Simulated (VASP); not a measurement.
# EuAl4Si2Rh: input slips in a magnetic run and what they do, part 2 of 2

Some runs on the magnet EuAl4Si2Rh get a fault in the input on purpose. Which of them show, and how? The starting structure is a measured crystal structure from the Crystallography Open Database. The reference starts from ferromagnetic moments.

VASP 6.6.1.

Results so far: reference 6.52 μB on Eu; a total moment fixed by a leftover tag 0.70 μB on Eu.

## (4) Run with starting moments of zero

Level of this step: PBEsol, zero-moment start; plane waves and PAW (Eu, Rh_pv, Si, Al) (VASP).

A slip made on purpose: starting moments of zero. Against step 2 the input has MAGMOM = 0 0 0 0 0 0 0 0 (also changed: NELM and NBANDS).

Contents of INCAR:

```
SYSTEM = EuAl4Si2Rh
PREC = Accurate
ENCUT = 420
EDIFF = 1E-07
NELM = 60
ISMEAR = 1
SIGMA = 0.15
LREAL = .FALSE.
ALGO = Normal
GGA = PS
NBANDS = 38
ISPIN = 2
MAGMOM = 0 0 0 0 0 0 0 0
LASPH = .TRUE.
LMAXMIX = 6
AMIX = 0.2
BMIX = 1E-04
AMIX_MAG = 0.8
BMIX_MAG = 1E-04
LORBIT = 11
LWAVE = .FALSE.
LCHARG = .FALSE.
KPAR = 8
```

Contents of POSCAR:

```
EuAl4Si2Rh
1.0
    4.1760000000      0.0000000000      0.0000000000
    0.0000000000      4.1760000000      0.0000000000
    0.0000000000      0.0000000000      8.2890000000
Eu Rh Si Al
1 1 2 4
Direct
    0.0000000000      0.0000000000      0.5000000000
    0.0000000000      0.0000000000      0.0000000000
    0.5000000000      0.5000000000      0.6426000000
    0.5000000000      0.5000000000      0.3574000000
    0.5000000000      0.0000000000      0.8320000000
    0.0000000000      0.5000000000      0.8320000000
    0.5000000000      0.0000000000      0.1680000000
    0.0000000000      0.5000000000      0.1680000000
```

Contents of KPOINTS:

```
Automatic mesh
0
Gamma
8 8 4
0 0 0
```

The projector-augmented-wave data sets are Eu, Rh_pv, Si and Al (PBE family, release 64).

Command:

```
$ mpirun -np 8 vasp_std
```

Log:

```text
[... set-up lines as in an earlier step ...]
 entering main loop
       N       E                     dE             d eps       ncg     rms          rms(c)
DAV:   1     0.263767749279E+03    0.26377E+03   -0.19806E+04 10840   0.315E+03
DAV:   2    -0.131491263154E+02   -0.27692E+03   -0.25726E+03 10576   0.477E+02
DAV:   3    -0.446717233695E+02   -0.31523E+02   -0.30530E+02 10584   0.970E+01
DAV:   4    -0.474921574498E+02   -0.28204E+01   -0.27533E+01 13508   0.221E+01
[...]
DAV:  58    -0.457125333744E+02   -0.35328E-02   -0.41118E-04  9030   0.161E-01    0.221E-01
DAV:  59    -0.457132351235E+02   -0.70175E-03   -0.48505E-04 10338   0.126E-01    0.158E-01
DAV:  60    -0.457143124514E+02   -0.10773E-02   -0.29309E-04  8240   0.125E-01
 -----------------------------------------------------------------------------
|                                                                             |
|           W    W    AA    RRRRR   N    N  II  N    N   GGGG   !!!           |
|           W    W   A  A   R    R  NN   N  II  NN   N  G    G  !!!           |
|           W    W  A    A  R    R  N N  N  II  N N  N  G       !!!           |
|           W WW W  AAAAAA  RRRRR   N  N N  II  N  N N  G  GGG   !            |
|           WW  WW  A    A  R   R   N   NN  II  N   NN  G    G                |
|           W    W  A    A  R    R  N    N  II  N    N   GGGG   !!!           |
|                                                                             |
|     The electronic self-consistency was not achieved in the given           |
|     number of steps (NELM). The forces and other quantities evaluated       |
|     might not be reliable so examine the results carefully. If you find     |
|     spurious results, we suggest increasing NELM, if you were close to      |
|     convergence or switching to a different ALGO or adjusting the           |
|     density mixing parameters otherwise.                                    |
|                                                                             |
 -----------------------------------------------------------------------------

   1 F= -.45714312E+02 E0= -.45668281E+02  d E =-.138095E+00  mag=    -0.0012
```

Run time: 3.9 min. Hardware: 8 MPI ranks of Intel Xeon Platinum 8259CL at 2.50GHz (Skylake/Cascade Lake), shared host; peak memory 4.1 GiB.

Parts of OUTCAR (step 4):

```text
  Total       -3.9718697     -3.9718697     -5.4865059      0.0000000     -0.0000000     -0.0000000
  in kB      -44.0232858    -44.0232858    -60.8111640      0.0000000     -0.0000000     -0.0000000
  external PRESSURE =     -49.6192452 kB  Pullay stress =       0.0000000 kB

 POSITION                                       TOTAL-FORCE (eV/Angst)
 -----------------------------------------------------------------------------------
      0.00000      0.00000      4.14450         0.000000      0.000000      0.000000
      0.00000      0.00000      0.00000         0.000000      0.000000      0.000000
      2.08800      2.08800      5.32651         0.000000      0.000000     -0.452496
      2.08800      2.08800      2.96249         0.000000     -0.000000      0.452496
      2.08800      0.00000      6.89645        -0.000000      0.000000     -0.082300
      0.00000      2.08800      6.89645         0.000000     -0.000000     -0.082300
      2.08800      0.00000      1.39255        -0.000000      0.000000      0.082300
      0.00000      2.08800      1.39255        -0.000000      0.000000      0.082300
 -----------------------------------------------------------------------------------
    total drift:                               -0.000000     -0.000000     -0.000000

  FREE ENERGIE OF THE ION-ELECTRON SYSTEM (eV)
  ---------------------------------------------------
  free  energy   TOTEN  =       -45.7143124514 eV

  energy  without entropy=      -45.5762169827  energy(sigma->0) =      -45.66828063

 magnetization (x)
# of ion       s       p       d       f       tot
--------------------------------------------------
    1        0.000  -0.000   0.000   0.017   0.017
    2       -0.000   0.000   0.001   0.000   0.001
    3       -0.000   0.000   0.000   0.000   0.000
    4       -0.000   0.000   0.000   0.000   0.000
    5        0.000   0.000   0.000   0.000   0.000
    6        0.000   0.000   0.000   0.000   0.000
    7        0.000   0.000   0.000   0.000   0.000
    8        0.000   0.000   0.000   0.000   0.000
--------------------------------------------------
tot          0.000   0.001   0.001   0.017   0.019

[... 1 part as in an earlier step ...]

[... 2 further parts left out ...]
[key lines of the parts left out:]
E-fermi :   7.2387
```

The electronic loop didn't reach EDIFF within its 60 cycles (NELM).

## (5) Run with a smearing far too wide

A slip made on purpose: a smearing far too wide. Against step 2 the input has ISMEAR = -1 and SIGMA = 0.8 (also changed: NELM).

INCAR: that of step 4 with these lines changed.

```diff
@@ -5,4 +5,4 @@
 NELM = 60
-ISMEAR = 1
-SIGMA = 0.15
+ISMEAR = -1
+SIGMA = 0.8
 LREAL = .FALSE.
@@ -10,5 +10,5 @@
 GGA = PS
-NBANDS = 38
+NBANDS = 44
 ISPIN = 2
-MAGMOM = 0 0 0 0 0 0 0 0
+MAGMOM = 8.4 0.72 0 0 0 0 0 0
 LASPH = .TRUE.
```

POSCAR is that of step 4.

KPOINTS is that of step 4.

Command:

```
$ mpirun -np 8 vasp_std
```

Log:

```text
[... set-up lines as in an earlier step ...]
 entering main loop
       N       E                     dE             d eps       ncg     rms          rms(c)
DAV:   1     0.266511123326E+03    0.26651E+03   -0.19260E+04 12780   0.272E+03
DAV:   2    -0.216284205031E+02   -0.28814E+03   -0.26498E+03 12244   0.453E+02
DAV:   3    -0.517382556710E+02   -0.30110E+02   -0.29126E+02 12360   0.892E+01
DAV:   4    -0.551787577541E+02   -0.34405E+01   -0.33934E+01 15664   0.205E+01
[...]
DAV:  29    -0.568130679949E+02   -0.15114E-06   -0.14732E-06  5040   0.117E-03    0.125E-03
DAV:  30    -0.568130681185E+02   -0.12360E-06   -0.11951E-06  4876   0.243E-03    0.111E-03
DAV:  31    -0.568130682177E+02   -0.99200E-07   -0.94057E-07  4812   0.114E-03
   1 F= -.56813068E+02 E0= -.51838992E+02  d E =-.994815E+01  mag=     5.9137
```

The job ended after 2.4 min (8 MPI ranks; peak memory 4.2 GiB).

OUTCAR, selected parts (step 5):

```text
  Total        0.3598682      0.3598682      0.5623841      0.0000000      0.0000000      0.0000000
  in kB        3.9886955      3.9886955      6.2333357      0.0000000      0.0000000      0.0000000
  external PRESSURE =       4.7369089 kB  Pullay stress =       0.0000000 kB

 POSITION                                       TOTAL-FORCE (eV/Angst)
 -----------------------------------------------------------------------------------
      0.00000      0.00000      4.14450         0.000000     -0.000000      0.000000
      0.00000      0.00000      0.00000         0.000000     -0.000000      0.000000
      2.08800      2.08800      5.32651         0.000000     -0.000000      0.051902
      2.08800      2.08800      2.96249         0.000000     -0.000000     -0.051902
      2.08800      0.00000      6.89645        -0.000000      0.000000     -0.209281
      0.00000      2.08800      6.89645         0.000000      0.000000     -0.209281
      2.08800      0.00000      1.39255         0.000000      0.000000      0.209281
      0.00000      2.08800      1.39255         0.000000      0.000000      0.209281
 -----------------------------------------------------------------------------------
    total drift:                               -0.000000     -0.000000     -0.000000

  FREE ENERGIE OF THE ION-ELECTRON SYSTEM (eV)
  ---------------------------------------------------
  free  energy   TOTEN  =       -56.8130682177 eV

  energy  without entropy=      -46.8649147959  energy(sigma->0) =      -51.83899151

 magnetization (x)
# of ion       s       p       d       f       tot
--------------------------------------------------
    1       -0.006  -0.081   0.105   5.695   5.714
    2        0.000  -0.002   0.001   0.000  -0.001
    3       -0.003  -0.007   0.000   0.000  -0.010
    4       -0.003  -0.007   0.000   0.000  -0.010
    5       -0.001  -0.002   0.000   0.000  -0.003
    6       -0.001  -0.002   0.000   0.000  -0.003
    7       -0.001  -0.002   0.000   0.000  -0.003
    8       -0.001  -0.002   0.000   0.000  -0.003
--------------------------------------------------
tot         -0.015  -0.105   0.106   5.695   5.681

[... 2 parts as in an earlier step ...]

[... 1 further part left out ...]
[key lines of the parts left out:]
E-fermi :   7.2045
```

A smearing far too wide: the moments inside the Eu spheres have a mean size of 5.71 μB, and the cell carries 5.91 μB, with no gap.

## (6) Run with spin polarisation switched off

A slip made on purpose: spin polarisation switched off. Against step 2 the input has no ISPIN and no MAGMOM (also changed: NELM, NBANDS, LMAXMIX, AMIX, BMIX, AMIX_MAG and BMIX_MAG).

Contents of INCAR:

```
SYSTEM = EuAl4Si2Rh
PREC = Accurate
ENCUT = 420
EDIFF = 1E-07
NELM = 60
ISMEAR = 1
SIGMA = 0.15
LREAL = .FALSE.
ALGO = Normal
GGA = PS
NBANDS = 34
LASPH = .TRUE.
LORBIT = 11
LWAVE = .FALSE.
LCHARG = .FALSE.
KPAR = 8
```

POSCAR is that of step 5.

KPOINTS is that of step 5.

Command:

```
$ mpirun -np 8 vasp_std
```

Log:

```text
[... set-up lines as in an earlier step ...]
 entering main loop
       N       E                     dE             d eps       ncg     rms          rms(c)
DAV:   1     0.267676604581E+03    0.26768E+03   -0.20130E+04  4650   0.355E+03
DAV:   2    -0.160990010515E+01   -0.26929E+03   -0.25175E+03  4316   0.455E+02
DAV:   3    -0.434364821033E+02   -0.41827E+02   -0.39359E+02  4746   0.134E+02
DAV:   4    -0.473528218031E+02   -0.39163E+01   -0.37729E+01  5878   0.400E+01
[...]
DAV:  58    -0.491037887302E+02    0.21419E+00   -0.29655E+01  4304   0.296E+01    0.573E+00
DAV:  59    -0.492848503200E+02   -0.18106E+00   -0.30408E+01  4238   0.284E+01    0.607E+00
DAV:  60    -0.490735433458E+02    0.21131E+00   -0.29972E+01  4250   0.283E+01
 [... a notice as in an earlier step ...]

   1 F= -.49073543E+02 E0= -.49070030E+02  d E =-.105399E-01
```

Run time: 1.8 min. Hardware: 8 MPI ranks; peak memory 3 GiB.

Parts of OUTCAR (step 6):

```text
  Total      -11.7273871    -11.7273871    -10.0159608      0.0000000     -0.0000000      0.0000000
  in kB     -129.9836481   -129.9836481   -111.0145945      0.0000000     -0.0000000      0.0000000
  external PRESSURE =    -123.6606302 kB  Pullay stress =       0.0000000 kB

 POSITION                                       TOTAL-FORCE (eV/Angst)
 -----------------------------------------------------------------------------------
      0.00000      0.00000      4.14450         0.000000     -0.000000      0.000000
      0.00000      0.00000      0.00000         0.000000     -0.000000      0.000000
      2.08800      2.08800      5.32651         0.000000      0.000000     -0.360345
      2.08800      2.08800      2.96249         0.000000      0.000000      0.360345
      2.08800      0.00000      6.89645        -0.000000      0.000000      0.016822
      0.00000      2.08800      6.89645        -0.000000      0.000000      0.016822
      2.08800      0.00000      1.39255         0.000000      0.000000     -0.016822
      0.00000      2.08800      1.39255         0.000000     -0.000000     -0.016822
 -----------------------------------------------------------------------------------
    total drift:                               -0.000000      0.000000      0.000000

  FREE ENERGIE OF THE ION-ELECTRON SYSTEM (eV)
  ---------------------------------------------------
  free  energy   TOTEN  =       -49.0735433458 eV

  energy  without entropy=      -49.0630034889  energy(sigma->0) =      -49.07003006

[... 1 part as in an earlier step ...]

[... 2 further parts left out ...]
[key lines of the parts left out:]
E-fermi :   7.3266
```

The electronic loop didn't reach EDIFF within its 60 cycles (NELM).

## (7) Run with a list of starting moments that is one short

A slip made on purpose: a list of starting moments that is one short. Against step 2 the input has MAGMOM = 1 1 1 1 1 1 1 (also changed: NELM).

INCAR: that of step 6 with these lines changed.

```diff
@@ -10,4 +10,11 @@
 GGA = PS
-NBANDS = 34
+NBANDS = 44
+ISPIN = 2
+MAGMOM = 1 1 1 1 1 1 1
 LASPH = .TRUE.
+LMAXMIX = 6
+AMIX = 0.2
+BMIX = 1E-04
+AMIX_MAG = 0.8
+BMIX_MAG = 1E-04
 LORBIT = 11
```

POSCAR is that of step 6.

KPOINTS is that of step 6.

Command:

```
$ mpirun -np 8 vasp_std
```

Log:

```text
running    8 mpi-ranks, on    1 nodes
[...]
-----------------------------------------------------------------------------
|                                                                             |
|     EEEEEEE  RRRRRR   RRRRRR   OOOOOOO  RRRRRR      ###     ###     ###     |
|     E        R     R  R     R  O     O  R     R     ###     ###     ###     |
|     E        R     R  R     R  O     O  R     R     ###     ###     ###     |
|     EEEEE    RRRRRR   RRRRRR   O     O  RRRRRR       #       #       #      |
|     E        R   R    R   R    O     O  R   R                               |
|     E        R    R   R    R   O     O  R    R      ###     ###     ###     |
|     EEEEEEE  R     R  R     R  OOOOOOO  R     R     ###     ###     ###     |
|                                                                             |
|     ERROR: You have set 7 value(s) for MAGMOM; however for                  |
|     spin-polarized calculations (ISPIN=2), MAGMOM has to be a list of       |
|     NIONS values. NIONS=8 in your calculation.                              |
|                                                                             |
|       ---->  I REFUSE TO CONTINUE WITH THIS SICK JOB ... BYE!!! <----       |
|                                                                             |
 -----------------------------------------------------------------------------

1
1
1
1
1
1
1
1
```

It took 5.6 s on 8 MPI ranks.

VASP stopped with this message: “ERROR: You have set 7 value(s) for MAGMOM; however for spin-polarized calculations (ISPIN=2), MAGMOM has to be a list of NIONS values. NIONS=8 in your calculation”.

## (8) Comparison

```csv
run,ended,mean size of the moment on Eu (μB),cell (μB),gap on the mesh (eV),core minutes
reference,converged,6.52,6.87,none,14.5
a total moment fixed by a leftover tag,converged,0.7,0.0,-,29.1
starting moments of zero,not converged,-,-,-,31.5
a smearing far too wide,converged,5.71,5.91,none,18.9
spin polarisation switched off,not converged,-,-,-,14.5
a list of starting moments that is one short,stopped by VASP,-,-,-,0.747
```

Core minutes are wall time times ranks of the run shown, on a shared host.

## (9) Results

```json
{"mean size of the moment on Eu, reference": "6.52 μB", "mean size of the moment on Eu, a total moment fixed by a leftover tag": "0.70 μB", "mean size of the moment on Eu, a smearing far too wide": "5.71 μB", "run with starting moments of zero": "not converged", "run with spin polarisation switched off": "not converged", "run with a list of starting moments that is one short": "stopped by VASP"}
```

In words: VASP stopped by itself in the run with a list of starting moments that is one short. The runs with starting moments of zero and spin polarisation switched off didn't converge. Finished, but with signs in the output that stand out against the reference: a total moment fixed by a leftover tag, with the Eu moment changed from 6.52 to 0.70 μB and the energy by +666 meV an atom (signs: a largest site moment of 0.70 μB against 6.52 μB and a stress of up to 4.7 GPa); a smearing far too wide, with the Eu moment changed from 6.52 to 5.71 μB (signs: a stress that differs by up to 3.8 GPa, a large entropy term in the energy and a total moment of 5.9 μB a cell against 6.9 μB). Further runs on this material are not shown.

[Lines on the potential files, build, host, timing and source positions are cut from VASP's logs without a mark.]

[Logs are printed without paths, hosts, clocks, repeated set-up lines and the standing remarks that a program may print on its own settings, such as how far it seeks lower states.]

[Hosts, paths, dates, database ids (printed as entryN), source tags and the programs' standing remarks are cut or masked in the printed files.]
